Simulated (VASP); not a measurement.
Level of theory: PBE GGA, VASP's PBE PAW potentials (set 64) (plane waves; VASP).

A VASP calculation is set up with these files.

POSCAR:
```
Na
1
   -2.1164390000     2.1164390000     2.1164390000
    2.1164390000    -2.1164390000     2.1164390000
    2.1164390000     2.1164390000    -2.1164390000
Na
1
Direct
  0.0000000000   0.0000000000   0.0000000000
```

File KPOINTS:
```
Automatic mesh
0
Gamma
9 9 9
0 0 0
```

### INCAR
```
SYSTEM = Na
PREC = Accurate
ENCUT = 300
EDIFF = 1E-12
NELM = 100
ALGO = Normal
LREAL = .FALSE.
LASPH = .TRUE.
ISMEAR = 1
SIGMA = 0.2
GGA = PE
LWAVE = .FALSE.
LCHARG = .FALSE.
ISIF = 2
```

POTCAR, in this order: Na_pv (PBE.64 set). Program: vasp_std.

**Question.** What does the run give for the energy per atom (σ→0), band gap (on the k-mesh)?

**Answer.** 
```
Quantity                                                     Value
------------------------  ----------------------------------------
energy per atom (σ→0)                               -1.316 eV/atom
band gap (on the k-mesh)  none (metal, semimetal or under 0.01 eV)
```

File OSZICAR:
```
...
DAV:  17    -0.131631083497E+01   -0.15348E-10   -0.14040E-13   315   0.210E-07    0.872E-09
DAV:  18    -0.131631083497E+01   -0.11369E-11    0.58995E-13   280   0.152E-07    0.134E-09
DAV:  19    -0.131631083496E+01    0.12164E-10    0.67720E-13   280   0.591E-08    0.979E-10
DAV:  20    -0.131631083497E+01   -0.11255E-10    0.64663E-13   294   0.405E-08    0.928E-10
DAV:  21    -0.131631083496E+01    0.47748E-11    0.63262E-13   301   0.230E-08    0.512E-10
DAV:  22    -0.131631083495E+01    0.86402E-11    0.34803E-13   287   0.108E-08    0.783E-11
DAV:  23    -0.131631083495E+01    0.45475E-12    0.55171E-13   294   0.508E-09
   1 F= -.13163108E+01 E0= -.13163199E+01  d E =0.271191E-04
```

The structure comes from a computed database's Na entry; how it stands against other phases isn't given here. The cell was not relaxed at this level. The run is one of a series of settings (EDIFF = 1E-12 against the base run), some of them coarse on purpose.
